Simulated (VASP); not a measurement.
# SnO2 (Cassiterite): X-ray absorption with a core hole, part 4 of 4

Aim: an X-ray absorption edge of SnO2 (Cassiterite) by the supercell core-hole method. The cell is of the rutile type, one of the forms listed for this formula, which need not be the common one. The start is a cell from a database of measured crystal structures.

VASP 6.6.1, plane waves and PAW; the level of theory is named at each step.

So far. Step 2 (Relaxation): At LDA, with these data sets, the largest force is down to 5.5e-5 eV/Å. Step 4 (K edge, Wyckoff site O f, full hole): The smoothed xx curve reaches a tenth of its top at about 524 eV.

### 5. K edge, Wyckoff site O f, half hole

This step: supercell core-hole method, r2SCAN, half hole; plane waves and PAW (O, Sn_d, O) (VASP 6.6.1).

Half an electron is taken from the core level (CLZ = 0.5) and none is added to the valence: the transition-potential approximation. NBANDS covers the range above the edge. The first density still holds the charge taken from the core, which is what the BRMIX lines of the log report.

Contents of INCAR:

```
SYSTEM = SnO2
PREC = Accurate
ENCUT = 400
EDIFF = 1E-06
NELM = 100
ISMEAR = 0
SIGMA = 0.05
LREAL = Auto
ALGO = Normal
METAGGA = R2SCAN
LASPH = .TRUE.
LWAVE = .FALSE.
LCHARG = .FALSE.
ICORELEVEL = 2
CLNT = 1
CLN = 1
CLL = 0
CLZ = 0.5
CH_LSPEC = .TRUE.
CH_NEDOS = 1500
CH_SIGMA = 0.5
NBANDS = 800
NELECT = 624
```

Contents of POSCAR:

```
SnO2
1.0
    9.4760000000      0.0000000000      0.0000000000
    0.0000000000      9.4760000000      0.0000000000
    0.0000000000      0.0000000000      9.5595000000
O Sn O
1 24 47
Direct
    0.1529580758      0.1529580758      0.0000000000
    0.0000000000      0.0000000000      0.0000000000
    0.0000000000      0.0000000000      0.3333333333
    0.0000000000      0.0000000000      0.6666666667
    0.0000000000      0.5000000000      0.0000000000
    0.0000000000      0.5000000000      0.3333333333
    0.0000000000      0.5000000000      0.6666666667
    0.5000000000      0.0000000000      0.0000000000
    0.5000000000      0.0000000000      0.3333333333
    0.5000000000      0.0000000000      0.6666666667
    0.5000000000      0.5000000000      0.0000000000
    0.5000000000      0.5000000000      0.3333333333
    0.5000000000      0.5000000000      0.6666666667
    0.2500000000      0.2500000000      0.1666666667
    0.2500000000      0.2500000000      0.5000000000
    0.2500000000      0.2500000000      0.8333333333
    0.2500000000      0.7500000000      0.1666666667
    0.2500000000      0.7500000000      0.5000000000
    0.2500000000      0.7500000000      0.8333333333
    0.7500000000      0.2500000000      0.1666666667
    0.7500000000      0.2500000000      0.5000000000
    0.7500000000      0.2500000000      0.8333333333
    0.7500000000      0.7500000000      0.1666666667
    0.7500000000      0.7500000000      0.5000000000
    0.7500000000      0.7500000000      0.8333333333
    0.1529580758      0.1529580758      0.3333333333
    0.1529580758      0.1529580758      0.6666666667
    0.1529580758      0.6529580758      0.0000000000
    0.1529580758      0.6529580758      0.3333333333
    0.1529580758      0.6529580758      0.6666666667
    0.6529580758      0.1529580758      0.0000000000
    0.6529580758      0.1529580758      0.3333333333
    0.6529580758      0.1529580758      0.6666666667
    0.6529580758      0.6529580758      0.0000000000
    0.6529580758      0.6529580758      0.3333333333
    0.6529580758      0.6529580758      0.6666666667
    0.0970419242      0.4029580758      0.1666666667
    0.0970419242      0.4029580758      0.5000000000
    0.0970419242      0.4029580758      0.8333333333
    0.0970419242      0.9029580758      0.1666666667
    0.0970419242      0.9029580758      0.5000000000
    0.0970419242      0.9029580758      0.8333333333
    0.5970419242      0.4029580758      0.1666666667
    0.5970419242      0.4029580758      0.5000000000
    0.5970419242      0.4029580758      0.8333333333
    0.5970419242      0.9029580758      0.1666666667
    0.5970419242      0.9029580758      0.5000000000
    0.5970419242      0.9029580758      0.8333333333
    0.3470419242      0.3470419242      0.0000000000
    0.3470419242      0.3470419242      0.3333333333
    0.3470419242      0.3470419242      0.6666666667
    0.3470419242      0.8470419242      0.0000000000
    0.3470419242      0.8470419242      0.3333333333
    0.3470419242      0.8470419242      0.6666666667
    0.8470419242      0.3470419242      0.0000000000
    0.8470419242      0.3470419242      0.3333333333
    0.8470419242      0.3470419242      0.6666666667
    0.8470419242      0.8470419242      0.0000000000
    0.8470419242      0.8470419242      0.3333333333
    0.8470419242      0.8470419242      0.6666666667
    0.4029580758      0.0970419242      0.1666666667
    0.4029580758      0.0970419242      0.5000000000
    0.4029580758      0.0970419242      0.8333333333
    0.4029580758      0.5970419242      0.1666666667
    0.4029580758      0.5970419242      0.5000000000
    0.4029580758      0.5970419242      0.8333333333
    0.9029580758      0.0970419242      0.1666666667
    0.9029580758      0.0970419242      0.5000000000
    0.9029580758      0.0970419242      0.8333333333
    0.9029580758      0.5970419242      0.1666666667
    0.9029580758      0.5970419242      0.5000000000
    0.9029580758      0.5970419242      0.8333333333
```

Contents of KPOINTS:

```
Automatic mesh
0
Gamma
2 2 2
0 0 0
```

The projector-augmented-wave data sets are O, Sn_d and O (PBE family, release 64).

On the command line:

```bash
mpirun -np 8 vasp_std
```

The program printed:

```text
[... set-up lines as in an earlier step ...]
 entering main loop
       N       E                     dE             d eps       ncg     rms          rms(c)
DAV:   1     0.682471113852E+04    0.68247E+04   -0.13960E+05  9600   0.109E+03
DAV:   2     0.109017664625E+03   -0.67157E+04   -0.55990E+04  9632   0.278E+02
DAV:   3    -0.123627421418E+04   -0.13453E+04   -0.12738E+04 10712   0.137E+02
DAV:   4    -0.130119896854E+04   -0.64925E+02   -0.64462E+02 11272   0.302E+01
DAV:   5    -0.130220684566E+04   -0.10079E+01   -0.10074E+01 11920   0.371E+00BRMIX: very serious problems
 the old and the new charge density differ
 old charge density:   624.50000 new  624.00000
    0.565E+01
DAV:   6    -0.106942297491E+04    0.23278E+03   -0.28429E+01 13904   0.357E+01    0.227E+01
DAV:   7    -0.107369009767E+04   -0.42671E+01   -0.36080E+01 11512   0.696E+00    0.145E+01
DAV:   8    -0.107566509980E+04   -0.19750E+01   -0.45420E+00 12992   0.779E+00    0.698E+00
DAV:   9    -0.107432138951E+04    0.13437E+01   -0.92294E-01 14160   0.530E+00    0.860E-01
DAV:  10    -0.107436706402E+04   -0.45675E-01   -0.51974E-01 11152   0.834E-01    0.863E-01
DAV:  11    -0.107436298231E+04    0.40817E-02   -0.17482E-02 12376   0.242E-01    0.175E-01
DAV:  12    -0.107436374398E+04   -0.76167E-03   -0.32588E-03 11448   0.852E-02    0.951E-02
DAV:  13    -0.107436382341E+04   -0.79436E-04   -0.27062E-04 12512   0.402E-02    0.806E-02
DAV:  14    -0.107436376542E+04    0.57990E-04   -0.12620E-04 11784   0.245E-02    0.149E-02
DAV:  15    -0.107436376124E+04    0.41857E-05   -0.35306E-05 11376   0.708E-03    0.546E-03
DAV:  16    -0.107436375538E+04    0.58611E-05   -0.14700E-06  8912   0.539E-03    0.186E-03
DAV:  17    -0.107436375434E+04    0.10381E-05   -0.17359E-06  8736   0.207E-03    0.261E-03
DAV:  18    -0.107436375542E+04   -0.10817E-05   -0.14069E-07  5640   0.625E-04    0.177E-03
DAV:  19    -0.107436375712E+04   -0.16969E-05   -0.73709E-08  5552   0.642E-04    0.911E-04
DAV:  20    -0.107436375722E+04   -0.98924E-07   -0.29371E-08  5448   0.394E-04
   1 F= -.10743638E+04 E0= -.10743638E+04  d E =-.353872E-24
 Starting Core_Hole_Spec
 Ending Core_Hole_Spec
```

It took 48 min on 8 MPI ranks of AMD EPYC 7R43, shared host; peak memory 3.3 GiB.

OUTCAR, selected parts (step 5):

```text
NELECT = 624

 the core state eigenenergies are
   1-  1s   -544.1665
   2-  1s -29113.6134  2s  -4410.2206  2p  -3964.0255  3s   -852.5678  3p   -705.5424
       3d   -479.2543  4s   -130.0755  4p    -85.1833
   3-  1s -29113.2057  2s  -4409.8160  2p  -3963.6204  3s   -852.1681  3p   -705.1427
       3d   -478.8542  4s   -129.6843  4p    -84.7930
   4-  1s -29113.2057  2s  -4409.8160  2p  -3963.6204  3s   -852.1681  3p   -705.1427
       3d   -478.8542  4s   -129.6843  4p    -84.7930
   5-  1s -29113.1934  2s  -4409.8043  2p  -3963.6087  3s   -852.1571  3p   -705.1317
       3d   -478.8431  4s   -129.6744  4p    -84.7833
   6-  1s -29113.1439  2s  -4409.7535  2p  -3963.5580  3s   -852.1050  3p   -705.0795
       3d   -478.7911  4s   -129.6199  4p    -84.7284
   7-  1s -29113.1439  2s  -4409.7535  2p  -3963.5580  3s   -852.1050  3p   -705.0795
       3d   -478.7911  4s   -129.6199  4p    -84.7284
   8-  1s -29113.1934  2s  -4409.8043  2p  -3963.6087  3s   -852.1571  3p   -705.1317
       3d   -478.8431  4s   -129.6744  4p    -84.7833
   9-  1s -29113.1439  2s  -4409.7535  2p  -3963.5580  3s   -852.1050  3p   -705.0795
       3d   -478.7911  4s   -129.6199  4p    -84.7284
  10-  1s -29113.1439  2s  -4409.7535  2p  -3963.5580  3s   -852.1050  3p   -705.0795
       3d   -478.7911  4s   -129.6199  4p    -84.7284
  11-  1s -29113.1704  2s  -4409.7799  2p  -3963.5844  3s   -852.1309  3p   -705.1055
       3d   -478.8171  4s   -129.6453  4p    -84.7537
  12-  1s -29113.0836  2s  -4409.6936  2p  -3963.4981  3s   -852.0455  3p   -705.0201
       3d   -478.7316  4s   -129.5612  4p    -84.6699
  13-  1s -29113.0836  2s  -4409.6936  2p  -3963.4981  3s   -852.0455  3p   -705.0201
       3d   -478.7316  4s   -129.5612  4p    -84.6699
[...]
71-  1s   -511.3639
  72-  1s   -511.4160

 E-fermi :   6.0817

 k-point     1 :       0.0000    0.0000    0.0000
  band No.  band energies     occupation
    ...
    308       5.0894      2.00000
    309       5.1003      2.00000
    310       5.1065      2.00000
    311       5.1091      2.00000
    312       5.7259      2.00000
    313       7.6376      0.00000
    314      10.6834      0.00000
    315      10.7476      0.00000
    316      10.8795      0.00000
    317      10.9115      0.00000
    ...

  Total      -15.9144239    -15.9144239     -6.1525792      1.8448483      0.0000000      0.0000000
  in kB      -29.7040880    -29.7040880    -11.4837178      3.4433881      0.0000000      0.0000000
  external PRESSURE =     -23.6306313 kB  Pullay stress =       0.0000000 kB

 POSITION                                       TOTAL-FORCE (eV/Angst)
 -----------------------------------------------------------------------------------
      1.44943      1.44943      0.00000        -0.166753     -0.166753      0.000000
      0.00000      0.00000      0.00000        -1.218722     -1.218722      0.000000
      0.00000      0.00000      3.18650        -0.162195     -0.162195      0.286506
      0.00000      0.00000      6.37300        -0.162195     -0.162195     -0.286506
      0.00000      4.73800      0.00000        -0.237941      0.348588      0.000000
      0.00000      4.73800      3.18650        -0.143409      0.135371      0.178671
      0.00000      4.73800      6.37300        -0.143409      0.135371     -0.178671
      4.73800      0.00000      0.00000         0.348588     -0.237941      0.000000
      4.73800      0.00000      3.18650         0.135371     -0.143409      0.178671
      4.73800      0.00000      6.37300         0.135371     -0.143409     -0.178671
      4.73800      4.73800      0.00000         0.268123      0.268123      0.000000
      4.73800      4.73800      3.18650         0.077167      0.077167      0.072190
      4.73800      4.73800      6.37300         0.077167      0.077167     -0.072190
      2.36900      2.36900      1.59325         0.795387      0.795387      1.366871
      2.36900      2.36900      4.77975         0.154242      0.154242      0.000000
      2.36900      2.36900      7.96625         0.795387      0.795387     -1.366871
      2.36900      7.10700      1.59325         0.138410     -0.177680      0.086142
      2.36900      7.10700      4.77975         0.054989     -0.052946      0.000000
      2.36900      7.10700      7.96625         0.138410     -0.177680     -0.086142
      7.10700      2.36900      1.59325        -0.177680      0.138410      0.086142
      7.10700      2.36900      4.77975        -0.052946      0.054989      0.000000
      7.10700      2.36900      7.96625        -0.177680      0.138410     -0.086142
      7.10700      7.10700      1.59325        -0.065591     -0.065591      0.051790
      7.10700      7.10700      4.77975        -0.046359     -0.046359      0.000000
[...]
-----------------------------------------------------------------------------------
    total drift:                                0.003763      0.003763     -0.000001

  FREE ENERGIE OF THE ION-ELECTRON SYSTEM (eV)
  ---------------------------------------------------
  free  energy   TOTEN  =     -1074.3637572173 eV

  energy  without entropy=    -1074.3637572173  energy(sigma->0) =    -1074.36375722

[... 8 parts as in an earlier step ...]

[... 7 further parts left out ...]
```

Numbers from this step:

* free energy (TOTEN): -1074.3638 eV
* Fermi energy: 6.082 eV

The imaginary dielectric function times 10^5 has structure finer than the step of the table below, so its rows give means over 2 eV, whole bins alone (the curve runs from 517 to 562 eV). Peaks (eV: height): xx 526.0: 3.43, 532.7: 8.63, 554.4: 3.85; zz 526.2: 7.94, 531.8: 5.72, 549.5: 3.77, 553.6: 3.20.

Smoothed further by a Gaussian, to a width of roughly 1 to 1.2 eV in all; heights scale with one over the cell volume; the energy axis is the program's own, and the fall at its high end is where NBANDS ends. The imaginary dielectric function times 10^5 by photon energy; means over each step:

| photon energy (eV) | xx | zz |
| --- | --- | --- |
| 520 | 0.00719 | 1.9e-5 |
| 522 | 0.0136 | 0.00738 |
| 524 | 0.570 | 0.722 |
| 526 | 2.79 | 5.78 |
| 528 | 1.78 | 3.14 |
| 530 | 2.46 | 4.55 |
| 532 | 6.69 | 4.80 |
| 534 | 4.31 | 2.47 |
| 536 | 0.909 | 0.779 |
| 538 | 0.822 | 0.702 |
| 540 | 1.34 | 1.17 |
| 542 | 1.63 | 1.15 |
| 544 | 1.40 | 1.20 |
| 546 | 1.91 | 1.68 |
| 548 | 1.56 | 3.12 |
| 550 | 1.83 | 3.39 |
| 552 | 1.75 | 2.40 |
| 554 | 3.39 | 3.04 |
| 556 | 2.66 | 2.14 |
| 558 | 0.149 | 0.114 |
| 560 | 0 | 0 |

The smoothed xx curve reaches a tenth of its top at about 525 eV.

### 6. K edge, Wyckoff site O f, no hole

This step: supercell core-hole method, r2SCAN, no hole; plane waves and PAW (O, Sn_d, O) (VASP 6.6.1).

With CLZ = 0 the final states feel no hole, which shows what the hole does. NBANDS covers the range above the edge.

Changes to INCAR since step 5:

```diff
@@ -17,3 +17,3 @@
 CLL = 0
-CLZ = 0.5
+CLZ = 0
 CH_LSPEC = .TRUE.
@@ -22,2 +22 @@
 NBANDS = 800
-NELECT = 624
```

POSCAR is that of step 5.

KPOINTS is that of step 5.

On the command line:

```bash
mpirun -np 8 vasp_std
```

The program printed:

```text
[... set-up lines as in an earlier step ...]
 entering main loop
       N       E                     dE             d eps       ncg     rms          rms(c)
DAV:   1     0.687099682621E+04    0.68710E+04   -0.13955E+05  9600   0.109E+03
DAV:   2     0.165016939434E+03   -0.67060E+04   -0.55896E+04  9656   0.277E+02
DAV:   3    -0.117531458971E+04   -0.13403E+04   -0.12688E+04 10720   0.137E+02
DAV:   4    -0.123986894823E+04   -0.64554E+02   -0.64099E+02 11264   0.301E+01
DAV:   5    -0.124087311804E+04   -0.10042E+01   -0.10036E+01 11984   0.369E+00    0.550E+01
```

Wall time 14 min (8 MPI ranks).

The run was cut off at its time limit.

More ranks or a longer limit would be the way on.

### 7. Summary

This step: supercell core-hole method, r2SCAN; plane waves and PAW (VASP 6.6.1).

This step runs nothing: it gathers the runs above.

Core-hole runs:

| site | hole | cost (core minutes) |
| --- | --- | --- |
| O f | full hole | 384.2 |
| O f | half hole | 386.8 |

### 8. Outcome

```json
{"K edge of O f, full hole": "xx reaches a tenth of its top at 523.88 eV on the program's axis; share within the next 5 eV of the next 20 eV: 25 %", "K edge of O f, half hole": "xx reaches a tenth of its top at 524.52 eV on the program's axis; share within the next 5 eV of the next 20 eV: 22 %"}
```

What this shows: The O K edge, for light polarised along x, reaches a tenth of its top at 523.88 eV on the program's axis. That mark passes over any weaker pre-edge, and only dipole transitions enter. In the charged run (full hole) weight just under or at the onset may be a state bound to the hole or the highest filled band counted as a final state; this wasn't checked, so onset and share of that run are in doubt. In the charged run (half hole) weight just under or at the onset may be a state bound to the hole or the highest filled band counted as a final state; this wasn't checked, so onset and share of that run are in doubt. Share of the first 20 eV of absorption, for light polarised along x, that lies within 5 eV of each run's own onset: 22 % with half hole and 25 % with full hole. One site of the element was run (Wyckoff letter f). With 72 atoms and a 2×2×2 mesh the peak shapes still carry the imprint of the mesh. The fall at the high end is where NBANDS ends. The other core electrons stay frozen, so neither the program's energy axis nor the change of TOTEN is an excitation energy; spectra are aligned at the onset when set beside measurement. Not tabulated here, as repeats of values shown or as unfit to read for their mesh, reference level or band range: gaps (K edge, relaxation, supercell without a hole); pressures of a box with vacuum or a charge (K edge).

[Lines on the potential files, build, host, timing and source positions are cut from VASP's logs without a mark.]

[Logs are printed without paths, hosts, clocks, repeated set-up lines and the standing remarks that a program may print on its own settings, such as how far it seeks lower states.]

[Hosts, paths, dates, database ids (printed as entryN), source tags and the programs' standing remarks are cut or masked in the printed files.]
